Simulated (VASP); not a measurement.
A convergence study with VASP on Re (hcp): one setting is varied, all else stays as given below, so the limit is that of these other settings. Each run relaxes cell and ions from the cell shown. The basis is that of the starting cell, so low cut-offs carry a Pulay error.

```xyz
2
Lattice="1.3800 -2.3902 0.0000 1.3800 2.3902 0.0000 0.0000 0.0000 4.4600" Properties=species:S:1:pos:R:3 pbc="T T T"
Re     1.3800     0.7967     1.1150
Re     1.3800    -0.7967     3.3450
```

Computed with PBEsol GGA, VASP's PBE PAW potentials (set 64) (plane waves; VASP). The tightest run used: 700 eV cut-off, 13×13×7 Γ-centred mesh, first-order Methfessel-Paxton smearing of 0.10 eV, potentials Re.

```json
[
 {"setting": "ENCUT = 200", "relaxed volume (Å³/atom)": "14.125", "E (eV/atom)": "-13.3544", "plane waves": "197"},
 {"setting": "ENCUT = 250", "relaxed volume (Å³/atom)": "14.490", "E (eV/atom)": "-13.3401", "plane waves": "282"},
 {"setting": "ENCUT = 300", "relaxed volume (Å³/atom)": "14.483", "E (eV/atom)": "-13.3569", "plane waves": "356"}
]
```

Question: These are the cheaper rows. Estimate the results at ENCUT = 700, and how far the last row shown lies from them.

Answer: 
```tsv
quantity	tightest run	last row shown is off by
relaxed volume (Å³/atom)	14.553	-0.070
E (eV/atom)	-13.3695	0.0125
```

Left out are rungs that failed or repeat a setting and relaxations that didn't move; long series are thinned to 24 rows.

The compound is Re in the hcp structure.
